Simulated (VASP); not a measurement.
Computed with optB86b-vdW, VASP's PBE PAW potentials (set 64) (plane waves; VASP).

The input files of a VASP run:

### KPOINTS
```
Automatic mesh
0
G
  16 16 16
```

### POSCAR
```
Nb
1
   -1.6273748709     1.6273748709     1.6273748709
    1.6273748709    -1.6273748709     1.6273748709
    1.6273748709     1.6273748709    -1.6273748709
Nb
1
Direct
  0.0000000000   0.0000000000   0.0000000000
```

INCAR:
```
# general
SYSTEM   = Nb
PREC     = Accurate
ENCUT    = 520   # plane-wave cut-off (eV)
LREAL    = F   # projection in real space or not
LASPH    = T   # aspherical one-centre terms

# electronic loop
EDIFF    = 1E-7
NELM     = 100
ALGO     = Normal   # blocked Davidson
LMAXMIX  = 4   # l cut-off of mixed one-centre charges

# smearing
ISMEAR   = 1   # Methfessel-Paxton
SIGMA    = 0.1   # width (eV)

# functional
GGA      = MK
LUSE_VDW = T
AGGAC    = 0.0
PARAM1   = 0.1234
PARAM2   = 1.0

# ions
ISIF     = 2   # forces and stress, cell fixed

# output
LWAVE    = F
LCHARG   = F
```

POTCAR, in this order: Nb_sv (PBE.64 set). Program: vasp_std.

Q: What will the output report for the number of irreducible k-points (NKPTS), largest plane-wave count, number of space-group operations, FFT grid (NGX, NGY, NGZ)?

A: 
```
Property                                       Value
--------------------------------------  ------------
number of irreducible k-points (NKPTS)           145
largest plane-wave count                         476
number of space-group operations                  48
FFT grid (NGX, NGY, NGZ)                24 × 24 × 24
```

The compound is Nb in the bcc structure. This cell is one point of a volume scan, at 0.97 of the reference volume.
